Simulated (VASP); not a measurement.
OSZICAR of a VASP run on HfO2 (fluorite):

**OSZICAR**
```
       N       E                     dE             d eps       ncg     rms          rms(c)
DAV:   1     0.734619603179E+02    0.73462E+02   -0.14286E+04   870   0.166E+03
DAV:   2    -0.764684300492E+02   -0.14993E+03   -0.14715E+03  1129   0.360E+02
DAV:   3    -0.805925519710E+02   -0.41241E+01   -0.41210E+01  1178   0.581E+01
DAV:   4    -0.806142424555E+02   -0.21690E-01   -0.21689E-01  1052   0.451E+00
DAV:   5    -0.806144412083E+02   -0.19875E-03   -0.19875E-03  1164   0.391E-01    0.541E+01
DAV:   6    -0.681301209367E+02    0.12484E+02   -0.16394E+01  1003   0.323E+01    0.416E+01
DAV:   7    -0.696345149167E+02   -0.15044E+01   -0.26256E+00  1045   0.143E+01    0.247E+01
DAV:   8    -0.665443078279E+02    0.30902E+01   -0.18161E+00   870   0.163E+01    0.343E+00
DAV:   9    -0.683759414185E+02   -0.18316E+01   -0.82327E-01   870   0.110E+01    0.576E+00
DAV:  10    -0.686582009546E+02   -0.28226E+00   -0.81525E-01  1038   0.804E+00    0.262E+00
DAV:  11    -0.685562934575E+02    0.10191E+00   -0.43894E-02   996   0.201E+00    0.120E+00
DAV:  12    -0.685523638814E+02    0.39296E-02   -0.90862E-03  1066   0.965E-01    0.716E-01
DAV:  13    -0.685602775599E+02   -0.79137E-02   -0.73015E-03   989   0.734E-01    0.363E-01
DAV:  14    -0.685594703854E+02    0.80717E-03   -0.87861E-04  1059   0.261E-01    0.318E-01
DAV:  15    -0.685601869284E+02   -0.71654E-03   -0.13948E-03  1045   0.292E-01    0.526E-02
DAV:  16    -0.685601844483E+02    0.24801E-05   -0.55488E-05  1108   0.614E-02    0.117E-02
DAV:  17    -0.685601885523E+02   -0.41040E-05   -0.56624E-06   912   0.258E-02    0.629E-03
DAV:  18    -0.685601903397E+02   -0.17874E-05   -0.84741E-07   982   0.131E-02    0.509E-03
DAV:  19    -0.685601899593E+02    0.38042E-06   -0.47692E-07  1052   0.595E-03    0.657E-04
DAV:  20    -0.685601900987E+02   -0.13938E-06   -0.27659E-08   603   0.220E-03    0.102E-03
DAV:  21    -0.685601901399E+02   -0.41242E-07   -0.73884E-09   540   0.105E-03
   1 F= -.62587869E+02 E0= -.62587869E+02  d E =-.625879E+02
       N       E                     dE             d eps       ncg     rms          rms(c)
DAV:   1    -0.748740415451E+02   -0.63139E+01   -0.25293E+02  1003   0.172E+02    0.657E+01
DAV:   2    -0.664251673989E+02    0.84489E+01   -0.25429E+01   926   0.443E+01    0.258E+01
DAV:   3    -0.652411817700E+02    0.11840E+01   -0.20714E+00  1010   0.160E+01    0.140E+01
DAV:   4    -0.652965496549E+02   -0.55368E-01   -0.34202E-01  1073   0.713E+00    0.732E+00
DAV:   5    -0.650880895475E+02    0.20846E+00   -0.26904E-01   891   0.593E+00    0.477E+00
DAV:   6    -0.652992366406E+02   -0.21115E+00   -0.14417E-01   877   0.438E+00    0.372E-01
DAV:   7    -0.653056671239E+02   -0.64305E-02   -0.90555E-03   975   0.121E+00    0.374E-01
DAV:   8    -0.653046406760E+02    0.10264E-02   -0.40986E-04  1122   0.185E-01    0.510E-01
DAV:   9    -0.653077029167E+02   -0.30622E-02   -0.20601E-03   898   0.447E-01    0.908E-02
DAV:  10    -0.653077803261E+02   -0.77409E-04   -0.68779E-05  1129   0.897E-02    0.127E-02
DAV:  11    -0.653077791777E+02    0.11484E-05   -0.12981E-06   947   0.144E-02    0.105E-02
DAV:  12    -0.653077778006E+02    0.13771E-05   -0.90213E-07  1003   0.108E-02    0.400E-03
DAV:  13    -0.653077771861E+02    0.61451E-06   -0.21071E-07   699   0.594E-03    0.188E-03
DAV:  14    -0.653077770337E+02    0.15238E-06   -0.73674E-09   456   0.109E-03    0.118E-03
DAV:  15    -0.653077768602E+02    0.17349E-06   -0.50576E-09   442   0.897E-04    0.457E-04
DAV:  16    -0.653077767715E+02    0.88777E-07   -0.10422E-09   456   0.446E-04
   2 F= -.60915149E+02 E0= -.60915149E+02  d E =0.167272E+01
       N       E                     dE             d eps       ncg     rms          rms(c)
DAV:   1    -0.725512698240E+02   -0.72435E+01   -0.12358E+02   996   0.112E+02    0.528E+01
DAV:   2    -0.685735522303E+02    0.39777E+01   -0.16692E+01   877   0.337E+01    0.186E+01
DAV:   3    -0.684170086372E+02    0.15654E+00   -0.10765E+00  1024   0.981E+00    0.122E+01
DAV:   4    -0.683537986592E+02    0.63210E-01   -0.35925E-01  1108   0.609E+00    0.525E+00
DAV:   5    -0.680531622191E+02    0.30064E+00   -0.13517E-01   870   0.506E+00    0.262E+00
DAV:   6    -0.683663439456E+02   -0.31318E+00   -0.10147E-01   870   0.406E+00    0.930E-01
DAV:   7    -0.683616047386E+02    0.47392E-02   -0.43942E-03  1059   0.788E-01    0.231E-01
DAV:   8    -0.683602235104E+02    0.13812E-02   -0.29796E-04  1024   0.168E-01    0.316E-01
DAV:   9    -0.683622674642E+02   -0.20440E-02   -0.12537E-03   884   0.343E-01    0.649E-02
DAV:  10    -0.683623034570E+02   -0.35993E-04   -0.11284E-04  1052   0.109E-01    0.929E-03
DAV:  11    -0.683623069827E+02   -0.35256E-05   -0.87689E-06   898   0.373E-02    0.904E-03
DAV:  12    -0.683623122705E+02   -0.52878E-05   -0.13838E-06   912   0.170E-02    0.928E-03
DAV:  13    -0.683623116312E+02    0.63928E-06   -0.14235E-07   876   0.508E-03    0.210E-03
DAV:  14    -0.683623115826E+02    0.48623E-07   -0.15911E-08   498   0.134E-03
   3 F= -.62868440E+02 E0= -.62868440E+02  d E =-.280570E+00
       N       E                     dE             d eps       ncg     rms          rms(c)
DAV:   1    -0.683362626274E+02    0.26049E-01   -0.83693E-02   989   0.294E+00    0.112E+00
DAV:   2    -0.683335445403E+02    0.27181E-02   -0.11172E-02   905   0.871E-01    0.351E-01
DAV:   3    -0.683332877826E+02    0.25676E-03   -0.53159E-04  1052   0.239E-01    0.224E-01
DAV:   4    -0.683332245546E+02    0.63228E-04   -0.21870E-04  1073   0.150E-01    0.119E-01
DAV:   5    -0.683331288549E+02    0.95700E-04   -0.10789E-04   905   0.137E-01    0.602E-02
DAV:   6    -0.683332383538E+02   -0.10950E-03   -0.44952E-05   870   0.822E-02    0.212E-02
DAV:   7    -0.683332415051E+02   -0.31513E-05   -0.27821E-06   975   0.241E-02    0.560E-03
DAV:   8    -0.683332404967E+02    0.10084E-05   -0.36767E-07  1087   0.686E-03    0.815E-03
DAV:   9    -0.683332420994E+02   -0.16027E-05   -0.57012E-07   884   0.869E-03    0.288E-03
DAV:  10    -0.683332423914E+02   -0.29197E-06   -0.55132E-08   603   0.264E-03    0.329E-03
DAV:  11    -0.683332424357E+02   -0.44339E-07   -0.69070E-09   463   0.822E-04
   4 F= -.62870293E+02 E0= -.62870293E+02  d E =-.282424E+00
       N       E                     dE             d eps       ncg     rms          rms(c)
DAV:   1    -0.683237584130E+02    0.94840E-02   -0.86081E-03   989   0.945E-01    0.361E-01
DAV:   2    -0.683234913545E+02    0.26706E-03   -0.11466E-03   905   0.279E-01    0.114E-01
DAV:   3    -0.683234698313E+02    0.21523E-04   -0.54661E-05  1038   0.767E-02    0.725E-02
DAV:   4    -0.683234669190E+02    0.29123E-05   -0.22524E-05  1094   0.480E-02    0.387E-02
DAV:   5    -0.683234582348E+02    0.86842E-05   -0.11155E-05   891   0.442E-02    0.188E-02
DAV:   6    -0.683234704054E+02   -0.12171E-04   -0.48953E-06   884   0.273E-02    0.762E-03
DAV:   7    -0.683234705101E+02   -0.10469E-06   -0.26185E-07   860   0.741E-03    0.186E-03
DAV:   8    -0.683234704345E+02    0.75584E-07   -0.31546E-08   484   0.212E-03
   5 F= -.62870401E+02 E0= -.62870401E+02  d E =-.282532E+00
```

Question: Which electronic solver shows in the log?

Answer: It is blocked Davidson (ALGO = Normal, or the opening steps of other solvers). The INCAR had ALGO = Normal.

Question: Can the final energy be trusted as converged?

Answer: Self-consistency was reached. It stopped with EDIFF = 1E-7, NELM = 100, NSW = 40 and EDIFFG = -0.01 after 5 ionic steps (r2SCAN meta-GGA, plane waves, VASP's PBE PAW potentials (set 64)). Energy and stress use the plane-wave basis of the starting cell.

The compound is HfO2 in the fluorite structure, the high-temperature cubic form, which is unstable at 0 K; the monoclinic form is the stable one. This run relaxes it under an external pressure of 30 GPa. Symmetry was kept, so distortions that lower it aren't found.
